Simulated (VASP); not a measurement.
Here is a VASP 6.6.1 calculation.

Contents of POSCAR:

```
SiC                                     
1.0
    0.0000000000      2.1897021501      2.1897021501
    2.1897021501      0.0000000000      2.1897021501
    2.1897021501      2.1897021501      0.0000000000
  Si              C             
     1     1
Direct
     0.0000000000000000    0.0000000000000000    0.0000000000000000
     0.2500000000000000    0.2500000000000000    0.2500000000000000
```

INCAR.step1

```
SYSTEM = SiC
PREC = Accurate
ENCUT = 520
EDIFF = 1E-5
ISMEAR = 0
SIGMA = 0.02
LREAL = .False.
LASPH = .True.
NELM = 100
ALGO = Normal
ISIF = 2
LWAVE = .True.
LCHARG = .False.
NBANDS = 11
KPAR = 4
GGA = PE
```

File INCAR.step2:

```
SYSTEM = SiC
PREC = Accurate
ENCUT = 520
EDIFF = 1E-7
ISMEAR = 0
SIGMA = 0.02
LREAL = .False.
LASPH = .True.
NELM = 100
ALGO = Normal
ISIF = 2
LWAVE = .False.
LCHARG = .False.
GGA = PE
LHFCALC = .True.
HFSCREEN = 0.2
PRECFOCK = Fast
NBANDS = 11
KPAR = 4
ISTART = 1
```

File KPOINTS:

```
regular mesh
0
Gamma
  10 10 10
  0 0 0
```

Contents of KPOINTS_OPT:

```
path GXWKGLUWLK,UX
12
line-mode
reciprocal
 0.0000000000  0.0000000000  0.0000000000  G
 0.5000000000  0.0000000000  0.5000000000  X

 0.5000000000  0.0000000000  0.5000000000  X
 0.5000000000  0.2500000000  0.7500000000  W

 0.5000000000  0.2500000000  0.7500000000  W
 0.3750000000  0.3750000000  0.7500000000  K

 0.3750000000  0.3750000000  0.7500000000  K
 0.0000000000  0.0000000000  0.0000000000  G

 0.0000000000  0.0000000000  0.0000000000  G
 0.5000000000  0.5000000000  0.5000000000  L

 0.5000000000  0.5000000000  0.5000000000  L
 0.6250000000  0.2500000000  0.6250000000  U

 0.6250000000  0.2500000000  0.6250000000  U
 0.5000000000  0.2500000000  0.7500000000  W

 0.5000000000  0.2500000000  0.7500000000  W
 0.5000000000  0.5000000000  0.5000000000  L

 0.5000000000  0.5000000000  0.5000000000  L
 0.3750000000  0.3750000000  0.7500000000  K

 0.6250000000  0.2500000000  0.6250000000  U
 0.5000000000  0.0000000000  0.5000000000  X
```

Potentials or basis: VASP PAW PBE potentials, release 64 (Si, C).

Run with:

```bash
$ cat potpaw_PBE.64/Si/POTCAR potpaw_PBE.64/C/POTCAR > POTCAR
$ cp INCAR.step1 INCAR
$ mpirun -np 4 vasp_std > vasp.out
$ cp INCAR.step2 INCAR
$ mpirun -np 4 vasp_std > vasp.out
```

Predict the band gap along the path.

2.26 eV, indirect (least direct gap 5.73 eV).

What does it give for the pressure?

-5.1 GPa.

Predict the band gap on the k mesh.

2.26 eV, indirect (least direct gap 5.73 eV).

Levels at the corners of the path, in eV from the valence-band top:
```csv
point,band 1,band 2,band 3,band 4,band 5,band 6,band 7,band 8,band 9
Γ,-16.87,0.00,0.00,0.00,7.37,8.50,8.50,8.50,16.01
X,-11.53,-8.50,-3.47,-3.47,2.26,5.33,15.78,15.78,16.56
X,-11.53,-8.50,-3.47,-3.47,2.26,5.33,15.78,15.78,16.56
W,-11.30,-7.66,-5.38,-5.00,6.33,10.81,10.89,10.99,16.00
W,-11.30,-7.66,-5.38,-5.00,6.33,10.81,10.89,10.99,16.00
K,-11.54,-7.93,-5.96,-2.82,4.10,9.01,13.41,14.05,14.62
K,-11.54,-7.93,-5.96,-2.82,4.10,9.01,13.41,14.05,14.62
Γ,-16.87,0.00,0.00,0.00,7.37,8.50,8.50,8.50,16.01
Γ,-16.87,0.00,0.00,0.00,7.37,8.50,8.50,8.50,16.01
L,-13.08,-9.27,-1.15,-1.15,6.51,8.43,8.43,11.49,17.72
L,-13.08,-9.27,-1.15,-1.15,6.51,8.43,8.43,11.49,17.72
U,-11.54,-7.93,-5.96,-2.82,4.10,9.01,13.41,14.05,14.62
U,-11.54,-7.93,-5.96,-2.82,4.10,9.01,13.41,14.05,14.62
W,-11.30,-7.66,-5.38,-5.00,6.33,10.81,10.89,10.99,16.00
W,-11.30,-7.66,-5.38,-5.00,6.33,10.81,10.89,10.99,16.00
L,-13.08,-9.27,-1.15,-1.15,6.51,8.43,8.43,11.49,17.72
L,-13.08,-9.27,-1.15,-1.15,6.51,8.43,8.43,11.49,17.72
K,-11.54,-7.93,-5.96,-2.82,4.10,9.01,13.41,14.05,14.62
U,-11.54,-7.93,-5.96,-2.82,4.10,9.01,13.41,14.05,14.62
X,-11.53,-8.50,-3.47,-3.47,2.26,5.33,15.78,15.78,16.56
```

Caveat: the PAW data sets were made with another functional, which shifts forces and pressure a little.

**Measured values to compare with.**

From “Insight into the structural, elastic and electronic properties of a new orthorhombic 6O-SiC polytype”, 2020, pmc:7200658, for a bulk crystal of SiC: band gap 2.4 eV (indirect).

A measured gap of SiC is 2.4 eV (indirect; quoted in “Insight into the structural, elastic and electronic properties of a new orthorhombic 6O-SiC polytype”, 2020, pmc:7200658); the calculated 2.26 eV misses it by -0.14 eV. The value is that of HSE06, without temperature or zero-point motion.
